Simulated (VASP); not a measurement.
All values below come from vdW-DF2, VASP's PBE PAW potentials (set 64) (plane waves; VASP 6.6.1).

VASP ran on this input.

KPOINTS:
```
Automatic mesh
0
Gamma
8 8 8
0 0 0
```

File POSCAR:
```
PtAl2
1.0
  0.0000000000   3.0305500196   3.0305500196
  3.0305500196   0.0000000000   3.0305500196
  3.0305500196   3.0305500196   0.0000000000
Al Pt
2 1
Cart
  1.5152750098   1.5152750098   1.5152750098
  4.5458250294   4.5458250294   4.5458250294
  0.0000000000   0.0000000000   0.0000000000
```

INCAR:
```
! general
SYSTEM   = PtAl2
PREC     = Accurate
ENCUT    = 520
LREAL    = .FALSE.
LASPH    = .TRUE.   ! aspherical one-centre terms

! electronic loop
EDIFF    = 1E-6   ! SCF stop (eV)
NELM     = 100
ALGO     = Normal   ! blocked Davidson
LMAXMIX  = 6

! smearing
ISMEAR   = 1   ! Methfessel-Paxton
SIGMA    = 0.1

! functional
GGA      = ML
LUSE_VDW = .TRUE.
AGGAC    = 0.0
ZAB_VDW  = -1.8867

! ions
IBRION   = 2   ! conjugate gradients
NSW      = 60
ISIF     = 3   ! ions, shape and volume
EDIFFG   = -0.02

! output
LWAVE    = .FALSE.
LCHARG   = .FALSE.
```

POTCAR, in this order: Al Pt (PBE.64 set). Program: vasp_std.

Output of the run:

### OUTCAR
```
 ion  position               nearest neighbor table
   1  0.250  0.250  0.250-   3 2.62   3 2.62   3 2.62   3 2.62   2 3.03   2 3.03   2 3.03   2 3.03
                             2 3.03   2 3.03
   2  0.750  0.750  0.750-   3 2.62   3 2.62   3 2.62   3 2.62   1 3.03   1 3.03   1 3.03   1 3.03
                             1 3.03   1 3.03
   3  0.000  0.000  0.000-   1 2.62   2 2.62   2 2.62   2 2.62   2 2.62   1 2.62   1 2.62   1 2.62
  LATTYP: Found a face centered cubic cell.
 ALAT       =     6.0611000392
 Subroutine PRICEL returns:
 Original cell was already a primitive cell.
 Subroutine GETGRP returns: Found 48 space group operations
The static configuration has the point symmetry O_h .
The dynamic configuration has the point symmetry O_h .
 Subroutine INISYM returns: Found 48 space group operations
 Subroutine IBZKPT returns following result:
 Found     29 irreducible k-points:

 Following reciprocal coordinates:
            Coordinates               Weight
  0.000000  0.000000  0.000000      1.000000
  0.125000  0.000000  0.000000      8.000000
  0.250000  0.000000  0.000000      8.000000
  0.375000  0.000000  0.000000      8.000000
  0.500000  0.000000  0.000000      4.000000
  0.125000  0.125000  0.000000      6.000000
  0.250000  0.125000  0.000000     24.000000
  0.375000  0.125000  0.000000     24.000000
  0.500000  0.125000  0.000000     24.000000
 -0.375000  0.125000  0.000000     24.000000
 -0.250000  0.125000  0.000000     24.000000
 -0.125000  0.125000  0.000000     12.000000
  0.250000  0.250000  0.000000      6.000000
  0.375000  0.250000  0.000000     24.000000
  0.500000  0.250000  0.000000     24.000000
 -0.375000  0.250000  0.000000     24.000000
 -0.250000  0.250000  0.000000     12.000000
  0.375000  0.375000  0.000000      6.000000
  0.500000  0.375000  0.000000     24.000000
 -0.375000  0.375000  0.000000     12.000000
  0.500000  0.500000  0.000000      3.000000
...
```

OSZICAR:
```
       N       E                     dE             d eps       ncg     rms          rms(c)
DAV:   1     0.571396221115E+02    0.57140E+02   -0.65474E+03   696   0.111E+03
DAV:   2    -0.744438290949E+01   -0.64584E+02   -0.57475E+02   836   0.184E+02
DAV:   3    -0.939587728429E+01   -0.19515E+01   -0.19223E+01   864   0.315E+01
DAV:   4    -0.941710389901E+01   -0.21227E-01   -0.21213E-01   872   0.392E+00
DAV:   5    -0.941752286806E+01   -0.41897E-03   -0.41892E-03   876   0.574E-01    0.776E+00
DAV:   6    -0.903976166763E+01    0.37776E+00   -0.24032E+00   804   0.153E+01    0.180E+00
DAV:   7    -0.896780405251E+01    0.71958E-01   -0.23572E-01   780   0.482E+00    0.154E+00
DAV:   8    -0.895192902152E+01    0.15875E-01   -0.59894E-02   772   0.258E+00    0.248E-01
DAV:   9    -0.895252284184E+01   -0.59382E-03   -0.28129E-03   828   0.529E-01    0.187E-01
DAV:  10    -0.895294021792E+01   -0.41738E-03   -0.11982E-03   748   0.327E-01    0.169E-02
DAV:  11    -0.895294154656E+01   -0.13286E-05   -0.29383E-05   884   0.562E-02    0.101E-02
DAV:  12    -0.895294444542E+01   -0.28989E-05   -0.82039E-06   772   0.290E-02    0.225E-03
DAV:  13    -0.895294448853E+01   -0.43112E-07   -0.77627E-07   500   0.886E-03
   1 F= -.89529445E+01 E0= -.89524039E+01  d E =-.895294E+01
```

**OUTCAR**
```
------------------------ aborting loop because EDIFF is reached ----------------------------------------
  FORCE on cell =-STRESS in cart. coord.  units (eV):
  Direction    XX          YY          ZZ          XY          YZ          ZX
  --------------------------------------------------------------------------------------
  Total       -0.0302909     -0.0302909     -0.0302909      0.0000000      0.0000000      0.0000000
  in kB       -0.8718236     -0.8718236     -0.8718236      0.0000000      0.0000000      0.0000000
  external PRESSURE =      -0.8718236 kB  Pullay stress =       0.0000000 kB
  volume of cell :       55.67
      direct lattice vectors                 reciprocal lattice vectors
     0.000000000  3.030550020  3.030550020    -0.164986553  0.164986553  0.164986553
     3.030550020  0.000000000  3.030550020     0.164986553 -0.164986553  0.164986553
     3.030550020  3.030550020  0.000000000     0.164986553  0.164986553 -0.164986553
 POSITION                                       TOTAL-FORCE (eV/Angst)
 -----------------------------------------------------------------------------------
      1.51528      1.51528      1.51528        -0.000000     -0.000000     -0.000000
      4.54583      4.54583      4.54583         0.000000      0.000000      0.000000
      0.00000      0.00000      0.00000         0.000000     -0.000000      0.000000
 -----------------------------------------------------------------------------------
    total drift:                                0.000000     -0.000000      0.000000
  FREE ENERGIE OF THE ION-ELECTRON SYSTEM (eV)
  ---------------------------------------------------
  free  energy   TOTEN  =        -8.9529444885 eV

  energy  without entropy=       -8.9513226315  energy(sigma->0) =       -8.95240387

 reached required accuracy - stopping structural energy minimisation
```
(Selected blocks of OUTCAR.)

The compound is PtAl2 in the fluorite structure. It was relaxed first, which changed the volume by +8 %. The start is the result of an earlier pass.
